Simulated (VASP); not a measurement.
All values below come from optB88-vdW, VASP's PBE PAW potentials (set 64) (plane waves; VASP).

VASP input:

**KPOINTS**
```
Automatic mesh
0
G
  8 8 8
```

**INCAR**
```
AGGAC = 0.0
ALGO = Normal
EDIFF = 1E-7
ENCUT = 520
GGA = BO
ISIF = 2
ISMEAR = 0
LASPH = .True.
LCHARG = .False.
LMAXMIX = 4
LREAL = .False.
LUSE_VDW = .True.
LWAVE = .False.
NELM = 100
PARAM1 = 0.1833333333
PARAM2 = 0.22
PREC = Accurate
SIGMA = 0.05
SYSTEM = MgSe
```

POSCAR:
```
MgSe
1
    0.0000000000     2.7720547293     2.7720547293
    2.7720547293     0.0000000000     2.7720547293
    2.7720547293     2.7720547293     0.0000000000
Mg Se
1 1
Direct
  0.0000000000   0.0000000000   0.0000000000
  0.5000000000   0.5000000000   0.5000000000
```

POTCAR, in this order: Mg Se (PBE.64 set). Program: vasp_std.

### Question
What will the output report for the number of irreducible k-points (NKPTS), largest plane-wave count, number of space-group operations, FFT grid (NGX, NGY, NGZ)?

### Answer

The number of irreducible k-points (NKPTS) is 29. The largest plane-wave count is 1174, the number of space-group operations is 48 and the FFT grid (NGX, NGY, NGZ) is 30 × 30 × 30.

The compound is MgSe in the rock salt structure. This cell is one point of a volume scan, at 1.03 of the reference volume.
